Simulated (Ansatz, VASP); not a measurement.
# Cross-check of H2W2CO2 (W2C(OH)2 MXene monolayer) between VASP and Ansatz

One calculation is typed for both programs; each brings its own data sets. How far apart do they land? The cell is taken from a series of runs on this material, whose earlier steps may have relaxed, scaled, displaced or heated it; both programs get it as it stands.

Program: Ansatz 0.2.0. Level of theory: plane waves, with VASP 6.6.1 beside it; single point at PBE with D4 and single point at PBE, spin-orbit coupling. Results are calculated unless marked as measured.

### Step 1. The structure

The cell holds 7 atoms: 2 H, 2 O, 2 W and 1 C. Its edges and angles: a = 2.886 Å, b = 2.886 Å, c = 25.650 Å, α = 90.0°, β = 90.0°, γ = 120.0°. Vacuum lies along c.

Structure file:

```xyz
7
Lattice="2.8862 0.0000 0.0000 -1.4431 2.4995 0.0000 0.0000 0.0000 25.6504" Properties=species:S:1:pos:R:3
H     0.0000    1.6663    9.0000
H     1.4431    0.8332   16.6504
O     0.0000    1.6663    9.9857
O     1.4431    0.8332   15.6647
W     1.4431    0.8332   11.4701
W     0.0000    1.6663   14.1803
C     0.0000    0.0000   12.8252
```

### Step 2. VASP: single point, PBE with D4

With cell and atoms fixed, the geometry can't cause a difference; cores, projectors, grids and the points listed under the comparison can.

Lines of VASP's logs that name or quote its potential files are left out, and so is its time.

INCAR reads:

```
SYSTEM = H2W2CO2
PREC = Accurate
ENCUT = 520
EDIFF = 1E-06
NELM = 120
ISMEAR = -1
SIGMA = 0.05
LREAL = .FALSE.
ALGO = Normal
GGA = PE
IVDW = 13
NBANDS = 22
LASPH = .TRUE.
LORBIT = 11
LWAVE = .FALSE.
LCHARG = .FALSE.
ISIF = 2
LDIPOL = .TRUE.
IDIPOL = 3
DIPOL = 0.5 0.5 0.5
LVHAR = .TRUE.
GGA_COMPAT = .FALSE.
NELMDL = -8
KPAR = 2
```

POSCAR reads:

```
H2W2CO2
1.0
    2.8862023297      0.0000000000      0.0000000000
   -1.4431011649      2.4995245380      0.0000000000
    0.0000000000      0.0000000000     25.6504178885
H O W C
2 2 2 1
Direct
    0.3333333333      0.6666666667      0.3508714766
    0.6666666667      0.3333333333      0.6491285234
    0.3333333333      0.6666666667      0.3893001172
    0.6666666667      0.3333333333      0.6106998828
    0.6666666667      0.3333333333      0.4471703779
    0.3333333333      0.6666666667      0.5528296221
    0.0000000000      0.0000000000      0.5000000000
```

KPOINTS reads:

```
Automatic mesh
0
Gamma
18 18 1
0 0 0
```

The projector-augmented-wave data sets are H, O, W and C (PBE family, release 64).

Command:

```bash
mpirun -np 2 vasp_std
```

Numbers of over 12 decimals in the logs are rounded to 6 here.

The program printed:

```text
[banner, memory and clock lines left out]
running    2 mpi-ranks, on    1 nodes
 distrk:  each k-point on    1 cores,    2 groups
 distr:  one band on    1 cores,    1 groups

 POSCAR found type information on POSCAR H O W C
 POSCAR found :  4 types and       7 ions
 LDA part: xc-table for (Slater+PW92), standard interpolation
 POSCAR, INCAR and KPOINTS ok, starting setup
 FFT: planning ... GRIDC
 FFT: planning ... GRID_SOFT
 FFT: planning ... GRID
 WAVECAR not read
 entering main loop
       N       E                     dE             d eps       ncg     rms          rms(c)
DAV:   1     0.230581359207E+03    0.23058E+03   -0.12549E+04  1628   0.110E+03
DAV:   2    -0.328028289133E+02   -0.26338E+03   -0.24987E+03  2324   0.279E+02
DAV:   3    -0.618064114801E+02   -0.29004E+02   -0.28238E+02  2070   0.981E+01
DAV:   4    -0.627163448954E+02   -0.90993E+00   -0.89164E+00  2312   0.185E+01
DAV:   5    -0.627354653846E+02   -0.19120E-01   -0.18886E-01  2160   0.226E+00
DAV:   6    -0.627360064870E+02   -0.54110E-03   -0.54067E-03  2304   0.355E-01
DAV:   7    -0.627360253658E+02   -0.18879E-04   -0.18878E-04  2216   0.571E-02
DAV:   8    -0.627360261867E+02   -0.82092E-06   -0.82095E-06  2232   0.103E-02    0.435E+01
DAV:   9    -0.549402411892E+02    0.77958E+01   -0.39639E+01  2000   0.346E+01    0.159E+01
DAV:  10    -0.545568936402E+02    0.38335E+00   -0.21696E+00  2176   0.116E+01    0.901E+00
DAV:  11    -0.544896864749E+02    0.67207E-01   -0.30972E-01  2252   0.394E+00    0.154E+00
DAV:  12    -0.544763434648E+02    0.13343E-01   -0.16634E-01  2216   0.206E+00    0.344E-01
DAV:  13    -0.544683332881E+02    0.80102E-02   -0.15347E-02  2248   0.924E-01    0.179E-01
DAV:  14    -0.544680438663E+02    0.28942E-03   -0.21717E-03  2130   0.300E-01    0.661E-02
DAV:  15    -0.544681412700E+02   -0.97404E-04   -0.29202E-04  2272   0.144E-01    0.337E-02
DAV:  16    -0.544681269564E+02    0.14314E-04   -0.21637E-04  2334   0.793E-02    0.188E-02
DAV:  17    -0.544682316624E+02   -0.10471E-03   -0.10228E-04  2000   0.441E-02    0.128E-02
DAV:  18    -0.544682768962E+02   -0.45234E-04   -0.56993E-05  2152   0.205E-02    0.867E-03
DAV:  19    -0.544682847396E+02   -0.78434E-05   -0.42159E-05  2228   0.165E-02    0.435E-03
DAV:  20    -0.544682883474E+02   -0.36077E-05   -0.89720E-06  1878   0.101E-02    0.413E-03
DAV:  21    -0.544682896774E+02   -0.13300E-05   -0.13628E-06  1602   0.688E-03    0.186E-03
DAV:  22    -0.544682935203E+02   -0.38429E-05   -0.13040E-06  1586   0.357E-03    0.928E-04
DAV:  23    -0.544682948539E+02   -0.13336E-05   -0.56099E-07  1548   0.265E-03    0.329E-04
DAV:  24    -0.544682950643E+02   -0.21035E-06   -0.82432E-08  1394   0.138E-03
   1 F= -.56054462E+02 E0= -.56039017E+02  d E =-.308906E-01
```

OUTCAR, selected parts (step 2):

```text
ion  position               nearest neighbor table
   1  0.333  0.667  0.351-   3 0.99
   2  0.667  0.333  0.649-   4 0.99
   3  0.333  0.667  0.389-   1 0.99   5 2.23   5 2.23   5 2.23
   4  0.667  0.333  0.611-   2 0.99   6 2.23   6 2.23   6 2.23
   5  0.667  0.333  0.447-   7 2.15   7 2.15   7 2.15   3 2.23   3 2.23   3 2.23   6 3.18   6 3.18
                             6 3.18
   6  0.333  0.667  0.553-   7 2.15   7 2.15   7 2.15   4 2.23   4 2.23   4 2.23   5 3.18   5 3.18
                             5 3.18
   7  0.000  0.000  0.500-   5 2.15   6 2.15   5 2.15   6 2.15   5 2.15   6 2.15

  LATTYP: Found a hexagonal cell.
 ALAT       =     2.8862023297
 C/A-ratio  =     8.8872556246

 Subroutine GETGRP returns: Found 12 space group operations
 (whereof 12 operations were pure point group operations)

The static configuration has the point symmetry D_3d.

 Found     37 irreducible k-points:

   k-points           NKPTS =     37   k-points in BZ     NKDIM =     37   number of bands    NBANDS=     22

   dimension x,y,z NGX =    24 NGY =   24 NGZ =  192
   dimension x,y,z NGXF=    48 NGYF=   48 NGZF=  384

   ENCUT  =  520.0 eV  38.22 Ry    6.18 a.u.   5.37  5.37 47.69*2*pi/ulx,y,z

   NELECT =      30.0000    total number of electrons

 k-points in reciprocal lattice and weights: Automatic mesh
   0.00000000  0.00000000  0.00000000       0.003
   0.05555556  0.00000000  0.00000000       0.019
   0.11111111  0.00000000  0.00000000       0.019
   0.16666667  0.00000000  0.00000000       0.019
   0.22222222  0.00000000  0.00000000       0.019
   0.27777778 -0.00000000  0.00000000       0.019
   0.33333333  0.00000000  0.00000000       0.019
   0.38888889  0.00000000  0.00000000       0.019
   0.44444444  0.00000000  0.00000000       0.019
[...]
0.33333333  0.27777778  0.00000000       0.037
   0.33333333  0.33333333  0.00000000       0.006

 dipolmoment           0.000000      0.000000     -0.000000 electrons x Angstroem

 average (electrostatic) potential at core
       1 -41.1161       2 -41.1161       3 -77.4356       4 -77.4356       5 -46.0736
       6 -46.0736       7 -54.7017

 E-fermi :   0.8331

 k-point     1 :       0.0000    0.0000    0.0000
  band No.  band energies     occupation
    ...
     13      -2.3702      2.00000
     14      -0.6398      2.00000
     15      -0.6398      2.00000
     16       0.8027      1.29475
     17       0.8039      1.28376
     18       1.1981      0.00135
     19       1.2051      0.00117
     20       1.2051      0.00117
     21       1.6839      0.00000
     22       1.6839      0.00000

 k-point     2 :       0.0556    0.0000    0.0000
  band No.  band energies     occupation
    ...
     13      -2.4382      2.00000
     14      -0.7662      2.00000
     15      -0.5522      2.00000
     16       0.7565      1.64455
     17       0.8683      0.66175
     18       1.1441      0.00397
     19       1.2074      0.00112
     20       1.2200      0.00087
     21       1.7563      0.00000
     22       1.8656      0.00000

 k-point     3 :       0.1111    0.0000    0.0000
  band No.  band energies     occupation
    ...
     13      -2.5986      2.00000
     14      -1.0707      2.00000
     15      -0.2982      2.00000
     16       0.5581      1.99185
     17       0.8859      0.51598
     18       1.2633      0.00037
     19       1.2917      0.00021
     20       1.3526      0.00006
     21       1.9323      0.00000
     22       2.2436      0.00000

  DFT-D4 for vdW energy calculation

  Edisp (eV):   -1.58617

  Total      -0.23212    -0.23212    -0.39955     0.00000     0.00000     0.00000
  in kB      -2.00977    -2.00977    -3.45943     0.00000     0.00000     0.00000
  external pressure =       -2.49 kB  Pullay stress =        0.00 kB

  energy-cutoff  :      520.00
  volume of cell :      185.05
      direct lattice vectors                 reciprocal lattice vectors
     2.886202330  0.000000000  0.000000000     0.346476056  0.200038044  0.000000000
    -1.443101165  2.499524538  0.000000000     0.000000000  0.400076088  0.000000000
     0.000000000  0.000000000 25.650417889     0.000000000  0.000000000  0.038985720

 POSITION                                       TOTAL-FORCE (eV/Angst)
 -----------------------------------------------------------------------------------
     -0.00000      1.66635      9.00000        -0.000000     -0.000000     -0.072844
      1.44310      0.83317     16.65042        -0.000000      0.000000      0.072844
     -0.00000      1.66635      9.98571         0.000000     -0.000000      0.159134
      1.44310      0.83317     15.66471        -0.000000      0.000000     -0.159134
      1.44310      0.83317     11.47011        -0.000000     -0.000000     -0.008908
     -0.00000      1.66635     14.18031         0.000000      0.000000      0.008908
      0.00000      0.00000     12.82521        -0.000000      0.000000      0.000000
 -----------------------------------------------------------------------------------
    total drift:                               -0.000000      0.000000      0.000000

  FREE ENERGIE OF THE ION-ELECTRON SYSTEM (eV)
  ---------------------------------------------------
  free  energy   TOTEN  =       -56.0544621021 eV

  energy  without entropy=      -56.0235714592  energy(sigma->0) =      -56.03901678

 vacuum level on the upper side and lower side of the slab         3.323         3.323

 total charge
# of ion       s       p       d       tot
------------------------------------------
    1        0.597   0.113   0.000   0.711
    2        0.597   0.113   0.000   0.711
    3        1.555   3.554   0.000   5.109
    4        1.555   3.554   0.000   5.109
    5        0.550   0.670   4.318   5.537
    6        0.550   0.670   4.318   5.537
    7        0.857   1.628   0.000   2.485
--------------------------------------------------
tot          6.262  10.302   8.636  25.200

[... 3 further parts left out ...]
```

### Step 3. Ansatz: single point, PBE with D4

Ansatz runs on its default PAW (the set named soft_2) files.

The same cell, functional, mesh and smearing now go to Ansatz, which takes its cutoff from its data sets.

input.yaml reads:

```yaml
crystal:
  lattice:
    - [2.8862023297, 0.0, 0.0]
    - [-1.4431011649, 2.499524538, 0.0]
    - [0.0, 0.0, 25.6504178885]
  atoms:
    - { symbol: H, position: [0.3333333333, 0.6666666667, 0.3508714766] }
    - { symbol: O, position: [0.3333333333, 0.6666666667, 0.3893001172] }
    - { symbol: W, position: [0.6666666667, 0.3333333333, 0.4471703779] }
    - { symbol: C, position: [0.0, 0.0, 0.5] }
    - { symbol: W, position: [0.3333333333, 0.6666666667, 0.5528296221] }
    - { symbol: O, position: [0.6666666667, 0.3333333333, 0.6106998828] }
    - { symbol: H, position: [0.6666666667, 0.3333333333, 0.6491285234] }
kpoints:
  mp_grid: { grid: [18, 18, 1] }
  band_path:
    path: [[0, 0, 0], [0.5, 0, 0], [0.33333333, 0.33333333, 0], [0, 0, 0]]
    npoints: 16
hamiltonian:
  xc: pbe
  dispersion: d4
scf:
  occupations: { method: fermi_dirac, width: 0.05 }
  convergence: { dr2_threshold: 1.0e-10 }
efield:
  axis: 3
  dipole_correction: true
  ramp_position: 0.97
  ramp_width: 0.06
  amplitude: 0
output:
  dos: { projected: true, e_range: [-6, 5] }
  bader: true
  write_potential: true
  write_density: true
  volumetric_format: npy
  elf: true
```

Command:

```bash
ansatz run input.yaml --threads 4 --pin off --max-ram 6144MiB --backend cpu --events-out ev --progress --plain --runs-dir out
```

The program printed:

```text
Engine: ansatz 0.2.0, x86_64-unknown-linux-gnu
Pseudopotentials: kind: paw
Pseudopotential: H, paw, valence charge 1, recommended cutoff 420 eV (normal), H.paw.azcp
Pseudopotential: O, paw, valence charge 6, recommended cutoff 420 eV (normal), O.paw.azcp
Pseudopotential: W, paw, valence charge 14, recommended cutoff 420 eV (normal), W.paw.azcp
Pseudopotential: C, paw, valence charge 4, recommended cutoff 420 eV (normal), C.paw.azcp
Functional definition: PBE
  parameter kappa = 0.804
  parameter beta = 0.066725
  exchange = pbe_x(kappa = kappa, mu = beta*pi^2/3)
  correlation = pbe_c(beta = beta)
Crystal: 7 atoms, lattice volume = 185.046 Å³
Basis set: ecut = 420 eV, 3613 PW (Γ)
Bands: 30, of which v1, the nominal top of the filled ones, is band 23 counted from 1 (22 counted from 0)
Symmetry: 6 space group operations
k-points: 37 of 324 (time reversal used)
Non-local potential: H, projectors of the file, l = 0: 2, l = 1: 1
Non-local potential: O, projectors of the file, l = 0: 2, l = 1: 2, l = 2: 1
Non-local potential: W, projectors of the file, l = 0: 3, l = 1: 2, l = 2: 2, l = 3: 1
Non-local potential: C, projectors of the file, l = 0: 2, l = 1: 2, l = 2: 1
PAW form: soft (Blöchl's): semilocal exchange-correlation on the pseudo side does not see the compensation charge
PAW one-centre angular grid: H, 110 points (default); XC on 64 Gauss nodes
PAW one-centre angular grid: O, 110 points (default); XC on 64 Gauss nodes
PAW one-centre angular grid: W, 590 points (default); XC on 64 Gauss nodes
PAW one-centre angular grid: C, 110 points (default); XC on 64 Gauss nodes
Initial density: superposition of atomic densities (neutral atoms: chi_scale 0, normalization atom), corrected by the library's trained network
Initial wavefunctions: pseudopotential atomic-orbital guess
Functional: x = pbe(κ = 0.804, μ = 0.219515), c = pbe(β = 0.066725)
SCF iter   1: F=—  HF=-22186.405613 eV  |F-HF|=—  |Δ(HF+E_count)|=         —  Δρ=9.05e-3  dr2=7.21e-1  ethr=1.77e-3  p=0.000 e·Å  D=2.09e-13 V/Å  ΔV_dip=-0.00 eV  dr2_dipole=1.14e-7  V_vac-E_F(+/−)=1.63/1.63 eV  ⟨swp⟩=7.7  Hψ=5561  notcnv=0  defer=4
efield: sawtooth ramp at fractional position 0.9700 (set: `efield.ramp_position`, or a place that a band, a saddle search or an elastic batch's reference lends), width 0.0600; the density the first Hamiltonian is built on has a dipole p = 0.000 e·Å; the dipole correction subtracts the counter field D = 2.09e-13 V/Å, which shifts the + side's vacuum level by -0.00 eV against the − side's; the planar-averaged density in the ramp window peaks in size at 2.4e-5 e/Å³
preconditioner: auto → LDOS  [metal: Δε(μ)=0.051 eV  Ē_g=10.618 eV  σ=0.050 eV  W_gap=0.25  n_scr=16 (ndim 8)  ℏωp=15.0 eV  f_vac=0.634  D(μ)=2.94/eV (n_scr^D=12)  β→1.0]
SCF iter   2: F=—  HF=-22186.340255 eV  |F-HF|=—  |Δ(HF+E_count)|=   6.54e-2  Δρ=3.62e-3  dr2=7.51e-2  ethr=1.57e-3  p=-0.000 e·Å  D=-1.78e-6 V/Å  ΔV_dip=0.00 eV  dr2_dipole=2.40e-7  V_vac-E_F(+/−)=2.13/2.13 eV  ⟨swp⟩=2.4  Hψ=1953  notcnv=0  defer=33
SCF iter   3: F=—  HF=-22186.334150 eV  |F-HF|=—  |Δ(HF+E_count)|=   6.10e-3  Δρ=1.81e-3  dr2=2.18e-2  ethr=1.63e-4  p=-0.000 e·Å  D=-1.49e-6 V/Å  ΔV_dip=0.00 eV  dr2_dipole=6.75e-12  V_vac-E_F(+/−)=2.29/2.29 eV  ⟨swp⟩=2.2  Hψ=1797  notcnv=0  defer=33
SCF iter   4: F=—  HF=-22186.331660 eV  |F-HF|=—  |Δ(HF+E_count)|=   2.49e-3  Δρ=4.00e-4  dr2=9.48e-4  ethr=4.75e-5  p=0.000 e·Å  D=7.84e-7 V/Å  ΔV_dip=-0.00 eV  dr2_dipole=1.20e-10  V_vac-E_F(+/−)=2.42/2.42 eV  ⟨swp⟩=2.0  Hψ=1749  notcnv=0  defer=33
SCF iter   5: F=—  HF=-22186.331623 eV  |F-HF|=—  |Δ(HF+E_count)|=   3.65e-5  Δρ=1.07e-4  dr2=7.14e-5  ethr=2.06e-6  p=0.000 e·Å  D=3.97e-7 V/Å  ΔV_dip=-0.00 eV  dr2_dipole=2.43e-10  V_vac-E_F(+/−)=2.46/2.46 eV  ⟨swp⟩=2.2  Hψ=1580  notcnv=0  defer=33
SCF iter   6: F=—  HF=-22186.331663 eV  |F-HF|=—  |Δ(HF+E_count)|=   4.02e-5  Δρ=4.62e-5  dr2=2.21e-5  ethr=1.55e-7  p=0.000 e·Å  D=1.66e-7 V/Å  ΔV_dip=-0.00 eV  dr2_dipole=6.81e-11  V_vac-E_F(+/−)=2.48/2.48 eV  ⟨swp⟩=2.2  Hψ=1574  notcnv=0  defer=33
SCF iter   7: F=—  HF=-22186.331679 eV  |F-HF|=—  |Δ(HF+E_count)|=   1.57e-5  Δρ=2.20e-5  dr2=3.11e-6  ethr=4.81e-8  p=0.000 e·Å  D=3.56e-8 V/Å  ΔV_dip=-0.00 eV  dr2_dipole=1.89e-13  V_vac-E_F(+/−)=2.50/2.50 eV  ⟨swp⟩=2.3  Hψ=1496  notcnv=0  defer=33
SCF iter   8: F=—  HF=-22186.331722 eV  |F-HF|=—  |Δ(HF+E_count)|=   4.25e-5  Δρ=6.20e-6  dr2=1.93e-7  ethr=6.77e-9  p=-0.000 e·Å  D=-1.01e-9 V/Å  ΔV_dip=0.00 eV  dr2_dipole=7.53e-13  V_vac-E_F(+/−)=2.50/2.50 eV  ⟨swp⟩=2.1  Hψ=1578  notcnv=0  defer=33
SCF iter   9: F=—  HF=-22186.331722 eV  |F-HF|=—  |Δ(HF+E_count)|=   5.89e-8  Δρ=1.44e-6  dr2=3.84e-8  ethr=4.20e-10  p=-0.000 e·Å  D=-1.39e-8 V/Å  ΔV_dip=0.00 eV  dr2_dipole=3.62e-13  V_vac-E_F(+/−)=2.50/2.50 eV  ⟨swp⟩=2.3  Hψ=1599  notcnv=0  defer=33
SCF iter  10: F=—  HF=-22186.331722 eV  |F-HF|=—  |Δ(HF+E_count)|=   9.44e-9  Δρ=4.71e-7  dr2=2.36e-9  ethr=8.36e-11  p=-0.000 e·Å  D=-1.47e-8 V/Å  ΔV_dip=0.00 eV  dr2_dipole=3.81e-14  V_vac-E_F(+/−)=2.50/2.50 eV  ⟨swp⟩=1.7  Hψ=1214  notcnv=0  defer=33
SCF iter  11: F=-22186.331722 eV  HF=-22186.331722 eV  |F-HF|=7.28e-11  |Δ(HF+E_count)|=  7.64e-10  Δρ=1.11e-7  dr2=2.36e-11  ethr=1.00e-12  p=-0.000 e·Å  D=-5.96e-9 V/Å  ΔV_dip=0.00 eV  dr2_dipole=5.00e-15  V_vac-E_F(+/−)=2.50/2.50 eV  ⟨swp⟩=8.9  Hψ=4564  notcnv=0
SCF 1 converged in 11 iterations: F = -22186.331722 eV  dr2 = 2.36e-11
  greatest PAW one-centre occupation: 0.999 electrons in one spin orbital (limit 2), on the W atom at site 4 (counted from 0), in its partial waves of l = 0
NSCF: frozen V_eff on 49 k-points
efield: sawtooth ramp at fractional position 0.9700 (kept from the solve that this one continues, or follows in the run), width 0.0600; the density the first Hamiltonian is built on has a dipole p = -0.000 e·Å; the dipole correction subtracts the counter field D = -5.96e-9 V/Å, which shifts the + side's vacuum level by +0.00 eV against the − side's; the planar-averaged density in the ramp window peaks in size at 6.6e-6 e/Å³
WARN: The output density's exchange-correlation potential varies sharply where the density is thin. Do not read a vacuum level from v_tot or v_xc, or from such a field of the output density. On a cell that repeats whose density bears no net charge and no dipole along the vacuum's axis use v_es (v_loc + v_h of the components); under efield.dipole_correction with no amplitude use v_es + v_field, which holds any externa [...]
SCF converged after 11 iterations
Free energy (F): -22186.331722 eV
Harris-Foulkes:  -22186.331722 eV  (|F-HF|=7.28e-11)
Internal energy: -22186.300787 eV  (E = F + TS)
E sigma→0 (E₀):  -22186.316255 eV
Entropy (-TS):   -0.030934 eV (-4.419 meV/atom)
Fermi energy:    3.760077 eV
Dipole field:    D = 0.000000 V/Å  (p = 0.000000 e·Å, saw-weighted, corrected)
Work function:   Φ+ = 2.5026 eV   Φ− = 2.5027 eV
Levels:          The Fermi level and band energies are counted from a zero that moves with the ramp; work functions are not
--- Per-component energies (eV) ---
  E_band       = -855.651409
  E_kinetic    = 1374.519636
  E_local      = -62417.563942  (includes V_loc(G=0)·N_el)
  E_nonlocal   = 128.571755
  E_hartree    = 30568.977616
  E_xc         = -747.088991
  E_vxc        = -748.318292  (∫ρ·V_xc dr)
  E_paw        = -17542.502850  (= ΣΔE_a)
  E_vpaw       = -330.817507  (= ΣTr[D̂ρ^β])
  E_aug_tail   = 0.002489  (compensation charges beyond the density's cutoff)
  E_efield     = 0.000000  (sawtooth field / dipole correction)
  E_vefield    = 0.000000  (∫n·V_field dr)
  E_ewald      = 26450.369138
  E_disp       = -1.585637  (pairwise vdW)
  E_smearing   = -0.030934  (= −TS)
  E_closure    = 0.000000  (closes the sum)
  Σ components = -22186.331722   (vs F -22186.331722, Δ=0.00e0)
--- Band table (eV; the first three rows and the last of 37) ---
  k-point 0: bands = [... 19 lower, 0.5150, 0.5150, 2.2956, 2.2956, 3.7233, 3.7259, 4.1060, 4.1488, ... 3 higher]
  k-point 1: bands = [... 19 lower, 0.3292, 0.4491, 2.1648, 2.3829, 3.6797, 3.7920, 4.0780, 4.1286, ... 3 higher]
  k-point 2: bands = [... 19 lower, 0.1574, 0.2933, 1.8531, 2.6370, 3.4855, 3.8187, 4.1813, 4.2326, ... 3 higher]
  k-point 36: bands = [... 19 lower, -2.1853, 2.7003, 3.5321, 3.5321, 3.9495, 5.1569, 5.1569, 6.9843, ... 3 higher]
--- Bader charges: 7 sites ---
  site symbol  charge [e]  shift [e]
     0      H      0.4797     0.0013
     1      O     -1.2157     0.0024
     2      W      1.5089     0.0031
     3      C     -1.5459     0.0039
     4      W      1.5089     0.0031
     5      O     -1.2157     0.0024
     6      H      0.4797     0.0013
  estimated error of the sums over rays = 3.4e-4 e
```

Reading the cycles: dr2 is the Hartree energy of the density residual (eV), the measure of convergence; HF is the Harris–Foulkes estimate of the energy, which meets the free energy F at convergence.

### Step 4. Differences

Known differences besides the potentials themselves: the data sets hold 46 valence electrons in Ansatz (on its default PAW (the set named soft_2) files) and 30 in VASP; the cutoff is 420 eV in Ansatz and 520 eV in VASP. Total energies have different zeros and are not compared.

Both answers:

```
                                   quantity  Ansatz  VASP  difference
 work function, lower of the two faces (eV)    2.50  2.49       +0.01
work function, higher of the two faces (eV)    2.50  2.49       +0.01
```

With vacuum in the cell, a pressure given here is an average over mostly empty space and none of the material.

(Part 1 of 2 ends here.)

[Lines on the potential files, build, host, timing and source positions are cut from VASP's logs without a mark.]

[Logs are printed without paths, hosts, clocks, repeated set-up lines and the standing remarks that a program may print on its own settings, such as how far it seeks lower states.]

[Hosts, paths, dates, database ids (printed as entryN), source tags and the programs' standing remarks are cut or masked in the printed files.]
